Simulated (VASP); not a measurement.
Runs of VASP 6.6.1 on SnO (Romarchite). It takes space group P4/nmm (No. 129, tetragonal). The conventional cell has a = 3.799 Å, b = 3.799 Å, c = 4.841 Å, α = 90.00°, β = 90.00°, γ = 90.00°. Around Sn (site symmetry 4mm) lie 4 O at 2.22 Å. O (site symmetry -4m2) is surrounded by 4 Sn at 2.22 Å. 

```csv
level,potentials or basis,k mesh,cutoff (eV),further INCAR settings,gap on the mesh (eV),pressure (GPa),largest force (eV/Å)
PBEsol,"VASP PAW PBE potentials, release 64 (Sn_d, O)",6 × 6 × 5,600,ALGO = Fast; EDIFF = 1e-07,0.05,0.8,0.29
PBEsol,"VASP PAW PBE potentials, release 64 (Sn_d, O)",9 × 9 × 7,520,ALGO = Fast; EDIFF = 1e-07,(a),0.8,0.29
PBEsol,"VASP PAW PBE potentials, release 64 (Sn, O)",6 × 6 × 5,500,ALGO = Fast; EDIFF = 1e-07,0.05,0.3,0.24
r2SCAN,"VASP PAW PBE potentials, release 64 (Sn_d, O)",6 × 6 × 5,520,ALGO = Normal; EDIFF = 1e-07,(b),1.2,0.14
PBE,"VASP PAW PBE potentials, release 64 (Sn_d, O)",6 × 6 × 5,520,ALGO = Fast; EDIFF = 1e-07,0.07,5.1,0.59
```

Alike in all rows: task electric field gradients; no spin polarisation; cell as given; smearing fermi-dirac 0.02 eV.

Q: Estimate the missing entries.

A: (a) 0.19; (b) 0.18.

Caveats: spin-orbit coupling is left out, which moves the levels of the heavy elements; an odd mesh through Γ misses points on the zone boundary, where band edges often lie; the PAW data sets were made with another functional, which shifts forces and pressure a little (some runs).

A k mesh can miss the band edges, and the runs leave out spin-orbit coupling on Sn.

Not every run made on this cell is shown here.
